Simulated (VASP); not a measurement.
# NaB3 (P3m1) in VASP: notebook

The runs below take NaB3 through relaxation of cell and atoms, electron localisation function, single point, with PBE, vdW-DF-cx, BEEF-vdW.

Everything below comes from runs of VASP 6.6.1. Logs are shortened: lines on timing, memory, paths and dates and some standing lists are left out, and cuts for length are marked.

**1. The crystal as given**

Symmetry: P3m1, No. 156, trigonal system. The conventional cell has a = 3.320 Å, b = 3.320 Å, c = 4.369 Å, α = 90.00°, β = 90.00°, γ = 120.00°. Around Na (site symmetry 3m) lie 3 B at 2.07 Å. Around B (site symmetry m) lie 2 B at 1.32 Å.

The cell was built by a generator and needn't be a form met in nature.

**2. Relaxation of cell and atoms, PBE**

File INCAR:

```
ALGO = Fast
EDIFF = 1E-7
EDIFFG = -0.005
ENCUT = 600
GGA = PE
IBRION = 2
ISIF = 3
ISMEAR = 0
LASPH = True
LCHARG = False
LREAL = False
LWAVE = False
NELM = 100
NSW = 40
PREC = Accurate
SIGMA = 0.05
```

File KPOINTS:

```
k-points
0
Gamma
  9 9 6
```

File POSCAR:

```
NaB3
1.0
    3.3197615900      0.0000000000      0.0000000000
   -1.6598808000      2.8749978700      0.0000000000
    0.0000000000      0.0000000000      4.3692460100
Na B
1 3
Direct
    0.0000000000      0.0000000000      0.8590876900
    0.7995649300      0.2004350700      0.4654692900
    0.7995649300      0.5991298700      0.4654692900
    0.4008701300      0.2004350700      0.4654692900
```

Potentials or basis: VASP PAW PBE potentials, release 64 (Na_pv, B).

Run with:

```bash
$ cat potpaw_PBE.64/Na_pv/POTCAR potpaw_PBE.64/B/POTCAR > POTCAR
$ mpirun -np 1 vasp_std > vasp.out
```

OUTCAR:

```text
EDIFF = 1E-7
   EDIFFG = -0.005
   ENCUT = 600
   GGA = PE
   IBRION = 2
   ISIF = 3
   ISMEAR = 0
   LASPH = True
   LREAL = False
   NELM = 100
   NSW = 40
   PREC = Accurate

 ion  position               nearest neighbor table
   1  0.000  0.000  0.859-   4 2.07   3 2.07   2 2.07
   2  0.800  0.200  0.465-   4 1.32   3 1.32   4 2.00   3 2.00   1 2.07
   3  0.800  0.599  0.465-   4 1.32   2 1.32   4 2.00   2 2.00   1 2.07
   4  0.401  0.200  0.465-   3 1.32   2 1.32   3 2.00   2 2.00   1 2.07

  LATTYP: Found a hexagonal cell.
 ALAT       =     3.3197615900
 C/A-ratio  =     1.3161324666

  Lattice vectors:

 A1 = (   3.3197615900,   0.0000000000,   0.0000000000)
 A2 = (  -1.6598808000,   2.8749978700,   0.0000000000)
 A3 = (   0.0000000000,   0.0000000000,   4.3692460100)

Analysis of symmetry for initial positions (statically):
=====================================================================
 Subroutine PRICEL returns:
 Original cell was already a primitive cell.

 Routine SETGRP: Setting up the symmetry group for a
 hexagonal supercell.

 Subroutine GETGRP returns: Found  6 space group operations
 (whereof  6 operations were pure point group operations)
 out of a pool of 24 trial point group operations.

The static configuration has the point symmetry C_3v.

Analysis of symmetry for dynamics (positions and initial velocities):
=====================================================================
 Subroutine PRICEL returns:
 Original cell was already a primitive cell.

 Routine SETGRP: Setting up the symmetry group for a
 hexagonal supercell.

 Subroutine GETGRP returns: Found  6 space group operations
 (whereof  6 operations were pure point group operations)
 out of a pool of 24 trial point group operations.

The dynamic configuration has the point symmetry C_3v.

 Subroutine INISYM returns: Found  6 space group operations
 (whereof  6 operations are pure point group operations),
 and found     1 'primitive' translations

----------------------------------------------------------------------------------------

                                     Primitive cell

  volume of cell :      41.7014

  direct lattice vectors                    reciprocal lattice vectors
     3.319761590  0.000000000  0.000000000     0.301226450  0.173913173  0.000000000
    -1.659880800  2.874997870  0.000000000     0.000000000  0.347826345  0.000000000
     0.000000000  0.000000000  4.369246010     0.000000000  0.000000000  0.228872441

  length of vectors
     3.319761590  3.319761591  4.369246010     0.347826345  0.347826345  0.228872441

  position of ions in fractional coordinates (direct lattice)
     0.000000000  0.000000000  0.859087690
     0.799564930  0.200435070  0.465469290
     0.799564930  0.599129870  0.465469290
     0.400870130  0.200435070  0.465469290

  ion indices of the primitive-cell ions
   primitive index   ion index
                 1           1
                 2           2
                 3           3
                 4           4

----------------------------------------------------------------------------------------

 KPOINTS: k-points

Automatic generation of k-mesh.
 Grid dimensions read from file:
 generate k-points for:    9    9    6

 Generating k-lattice:

  Cartesian coordinates                     Fractional coordinates (reciprocal lattice)
     0.033469606  0.019323686  0.000000000     0.111111111  0.000000000  0.000000000
     0.000000000  0.038647372  0.000000000     0.000000000  0.111111111  0.000000000
     0.000000000  0.000000000  0.038145407     0.000000000  0.000000000  0.166666667

  Length of vectors
     0.038647372  0.038647372  0.038145407

  Shift w.r.t. Gamma in fractional coordinates (k-lattice)
     0.000000000  0.000000000  0.000000000

 Subroutine IBZKPT returns following result:
 ===========================================
[... 43 lines left out ...]
   LNONCOLLINEAR =      F non collinear calculations
   LSORBIT =      F    spin-orbit coupling
   LASPH  =      T    aspherical Exc in radial PAW
   ENCUT  =  600.0 eV  44.10 Ry    6.64 a.u.   6.63  6.63  8.73*2*pi/ulx,y,z
   NELM   =    100;   NELMIN=  2; NELMDL= -5     # of ELM steps
   EDIFF  = 0.1E-06   stopping-criterion for ELM
   LREAL  =      F    real-space projection
   EDIFFG = -.5E-02   stopping-criterion for IOM
   NSW    =     40    number of steps for IOM
   IBRION =      2    ionic relax: 0-MD 1-quasi-New 2-CG
   NFREE  =      1    steps in history (QN), initial steepest desc. (CG)
   ISIF   =      3    stress and relaxation
   ISYM   =      2    0-nonsym 1-usesym 2-fastsym
   POTIM  = 0.5000    time-step for ionic-motion
   TEBEG  =    0.0;   TEEND  =   0.0 temperature during run
   PSTRESS=    0.0 pullay stress
   NELECT =      16.0000    total number of electrons
   NUPDOWN=      -1.0000    fix difference up-down
   EMIN   =  10.00;   EMAX   =-10.00  energy-range for DOS
   EFERMI =   0.00;   METHOD = LEGACY
   ISMEAR =     0;   SIGMA  =   0.05  broadening in eV -4-tet -1-fermi 0-gaus
   EFERMI_NEDOS =   21; number of points for ismear=-14 and -15
   IALGO  =     68    algorithm
   IMIX   =      4    mixing-type and parameters
     AMIX     =   0.40;   BMIX     =  1.00
     AMIX_MAG =   1.60;   BMIX_MAG =  1.00
  volume/ion in A,a.u.               =      10.43        70.35
  Fermi-wavevector in a.u.,A,eV,Ry     =   1.189591  2.248002 19.253984  1.415128
  Thomas-Fermi vector in A             =   2.325695
   LORBIT       =      0    0 simple, 1 ext, 2 COOP (PROOUT), +10 PAW based schemes
   GGA     = PE    functional components
   LHFCALC =     F    Hartree Fock is set to
   AEXX    =    0.0000 exact exchange contribution
   IVDW    =     0    specifies the selected vdW correction
   LEPSILON=     F    determine dielectric tensor
   LRPA    =     F    only Hartree local field effects (RPA)
 conjugate gradient relaxation of ions
 non-spin polarized calculation
 RMM-DIIS sequential band-by-band and
 Gauss-broadening in eV      SIGMA  =   0.05
  energy-cutoff  :      600.00
  volume of cell :       41.70
 maximum number of plane-waves:      1416
 NGX is ok and might be reduce to    28
   NGX = 13   NGY = 13   NGZ = 17

--------------------------------------- Ionic step        1  -------------------------------------------

 number of electron      16.0000002 magnetization

 Free energy of the ion-electron system (eV)
  ---------------------------------------------------
  ext. energy  EPLUGINS =         0.00000000
  ---------------------------------------------------
  free energy    TOTEN  =       -13.41733879 eV

  energy without entropy =      -13.41383579  energy(sigma->0) =      -13.41558729

------------------------ aborting loop because EDIFF is reached ----------------------------------------

  FORCE on cell =-STRESS in cart. coord.  units (eV):
  Direction    XX          YY          ZZ          XY          YZ          ZX
  --------------------------------------------------------------------------------------
  -------------------------------------------------------------------------------------
  Total       21.4575769     21.4575768      8.0328782     -0.0000000      0.0000000      0.0000000
  in kB      824.4044697    824.4044689    308.6248165     -0.0000014      0.0000000      0.0000000
  external PRESSURE =     652.4779183 kB  Pullay stress =       0.0000000 kB
[... 25 lines left out ...]
--------------------------------------- Ionic step        2  -------------------------------------------

 number of electron      16.0000012 magnetization

------------------------ aborting loop EDIFF was not reached (unconverged)  ----------------------------

  FORCE on cell =-STRESS in cart. coord.  units (eV):
  Direction    XX          YY          ZZ          XY          YZ          ZX
  --------------------------------------------------------------------------------------
  -------------------------------------------------------------------------------------
  Total      218.5155857    218.5155854      6.3607318     -0.0000005      0.0000000      0.0000000
  in kB     4830.2972817   4830.2972748    140.6042757     -0.0000119      0.0000000      0.0000000
  external PRESSURE =    3267.0662774 kB  Pullay stress =       0.0000000 kB
[... 57 lines left out ...]
  FREE ENERGIE OF THE ION-ELECTRON SYSTEM (eV)
  ---------------------------------------------------
  free  energy   TOTEN  =       -17.6568580673 eV

  energy  without entropy=      -17.6550969038  energy(sigma->0) =      -17.65597749

 E-fermi :   2.9911     XC(G=0):  -9.0471

 val. band max:        2.9902419669   @ k =   0.3333   0.2222   0.1667
 cond. band min:       2.9911789044   @ k =  -0.2222  -0.4444   0.1667
 fundamental gap:      0.0009369376
 Fermi energy:         2.9911244509

 k-point     1 :       0.0000    0.0000    0.0000
  band No.  band energies     occupation
      1     -21.8200      2.00000
      2     -21.8200      2.00000
      3     -21.7576      2.00000
      4      -9.4429      2.00000
      5      -3.2569      2.00000
      6      -1.6151      2.00000
      7       2.0230      2.00000
      8       2.0230      2.00000
      9       3.0066      0.66198
     10       6.6041      0.00000
     11       6.6041      0.00000
     12       9.6170      0.00000
[... 333 lines left out ...]
      1     -21.8517      2.00000
      2     -21.8297      2.00000
      3     -21.7527      2.00000
      4      -8.4681      2.00000
      5      -4.5074      2.00000
      6      -0.7304      2.00000
      7      -0.6583      2.00000
      8       2.0994      2.00000
      9       4.8627      0.00000
     10       5.6171      0.00000
     11       7.6803      0.00000
     12       8.1622      0.00000

 [... further k-points ...]

[... ionic steps 4 to 16 ...]

--------------------------------------- Ionic step       17  -------------------------------------------

 number of electron      15.9999997 magnetization

------------------------ aborting loop because EDIFF is reached ----------------------------------------
[... 71 lines left out ...]
--------------------------------------- Ionic step       19  -------------------------------------------

 number of electron      15.9999997 magnetization

 Free energy of the ion-electron system (eV)
  ---------------------------------------------------
  ext. energy  EPLUGINS =         0.00000000
  ---------------------------------------------------
  free energy    TOTEN  =       -19.53610183 eV

  energy without entropy =      -19.53408912  energy(sigma->0) =      -19.53509547

 E-fermi :   3.2007     XC(G=0):  -9.1505

 val. band max:        3.1673857505   @ k =   0.4444   0.1111   0.0000
 cond. band min:       3.2076386033   @ k =  -0.2222  -0.4444   0.1667
 fundamental gap:      0.0402528528
 Fermi energy:         3.2007041439

 k-point     1 :       0.0000    0.0000    0.0000
  band No.  band energies     occupation
      1     -21.7715      2.00000
      2     -21.7715      2.00000
      3     -21.7025      2.00000
      4      -9.5049      2.00000
      5      -3.2565      2.00000
      6      -1.7122      2.00000
      7       2.2781      2.00000
      8       2.2781      2.00000
      9       2.8323      2.00000
     10       7.5068      0.00000
     11       7.5068      0.00000
     12      10.3238      0.00000
[... 376 lines left out ...]
  FREE ENERGIE OF THE ION-ELECTRON SYSTEM (eV)
  ---------------------------------------------------
  free  energy   TOTEN  =       -19.5361018339 eV

  energy  without entropy=      -19.5340891158  energy(sigma->0) =      -19.53509547

 reached required accuracy - stopping structural energy minimisation
```

It took 9.7 min on 1 thread of Intel Xeon Platinum 8259CL at 2.50GHz (Skylake/Cascade Lake), shared host; peak memory 0.19 GiB.

Results:

```yaml
Free_energy: -19.5361 eV
Relaxed_volume: 12.58 Å³/atom
Relaxed_cell: a = 3.422 Å, b = 3.422 Å, c = 4.961 Å, α = 90.00°, β = 90.00°, γ = 120.00°
Space_group_after_relaxing_to_0.05_Å: P-6m2 (No. 187)
Energy_gained_by_relaxing: 1529.7 meV/atom
Ionic_steps: 19
Pressure_after_relaxing: 0.0 GPa
Band_gap_on_the_k_mesh: none (metal or under the smearing width)
```

Forces in eV/Å, atoms in the order of the input:
```
Na   0.000  0.000  0.001
B   -0.002  0.001  0.000
B    0.000 -0.003  0.000
B    0.002  0.001  0.000
```

Step by step:
```tsv
step	energy change (eV)	largest force (eV/Å)	pressure (GPa)	volume (Å³)
1	0.0000	18.0588	65.25	41.70
2	172.5720	406.9268	326.71	72.48
3	-4.2395	7.4342	22.52	43.26
4	-4.2425	7.4392	22.64	43.22
5	-4.2524	7.4657	23.45	42.90
6	-5.9974	0.3148	-7.04	53.77
7	-6.0253	0.4512	-4.66	51.87
8	-6.1052	0.3275	1.08	49.57
9	-6.1061	0.3185	0.45	49.78
10	-6.1132	0.2104	0.77	49.83
11	-6.1132	0.2014	0.80	49.83
12	-6.1179	0.0847	0.26	50.21
13	-6.1184	0.0354	0.03	50.38
14	-6.1186	0.0216	-0.15	50.42
15	-6.1186	0.0220	-0.16	50.42
16	-6.1187	0.0059	-0.10	50.36
17	-6.1187	0.0124	-0.07	50.35
18	-6.1188	0.0085	0.03	50.29
19	-6.1188	0.0027	-0.01	50.31
```

Final structure:
```
Na B
1.0
     3.42198    0.00000    0.00000
    -1.71099    2.96352    0.00000
     0.00000    0.00000    4.96065
Na B
1 3
Direct
  0.00000 0.00000 0.93889
  0.83311 0.16689 0.43887
  0.83311 0.66622 0.43887
  0.33378 0.16689 0.43887
```

Caveat: the volume moved by over 15 % at a fixed basis, so the end points are rough.

[end of part 1 of 2]
